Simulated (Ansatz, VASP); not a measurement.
## Ta₂Si (I4/mcm, 6 atoms in the cell) computed with different codes at matched settings

Self-consistent single point.

```
Ta2Si
1.0
   -3.08777     3.08777     2.52364
    3.08777    -3.08777     2.52364
    3.08777     3.08777    -2.52364
Ta Si
4 2
Direct
  0.66359   0.83641   0.50000
  0.33641   0.16359   0.50000
  0.83641   0.33641   0.17282
  0.16359   0.66359   0.82718
  0.25000   0.25000   0.00000
  0.75000   0.75000   0.00000
```

Shared settings, as Ansatz (a program for electronic structure) writes them: kpoints.mp_grid.grid = 7 7 7; magnetization.spin_orbit = true; scf.occupations.method = gaussian; scf.occupations.width = 0.1 eV. Potentials and cutoffs stand in the table.

```csv
code,model,pressure (GPa),largest force (eV/Å),cutoff
VASP,"LDA (PZ), spin-orbit coupling, VASP's LDA PAW potentials (set 64)",-7.18,0.094,300 eV
Ansatz,"LDA (PW92) with spin-orbit coupling, PAW files made with PBE",-7.71,0.081,420 eV
```

The spread over the programs that give each value: pressure within 0.53 GPa; largest force within 0.013 eV/Å.

Ansatz's pressure is given at a fixed set of plane waves, as the other plane-wave codes print theirs; with its correction for the finite basis it is -7.62 GPa. The same LDA comes in different parametrisations, which differ slightly.

VASP's run is marked for a possible Pulay error in its stress at this cutoff; no cutoff test was made.

The starting cell comes from a database of computed structures (which also holds hypothetical and non-ambient phases and stackings), without a prior relaxation at this level.

Left out of this page: Elk (not drawn, or without a comparable value).

Keys are those of Ansatz 0.2.
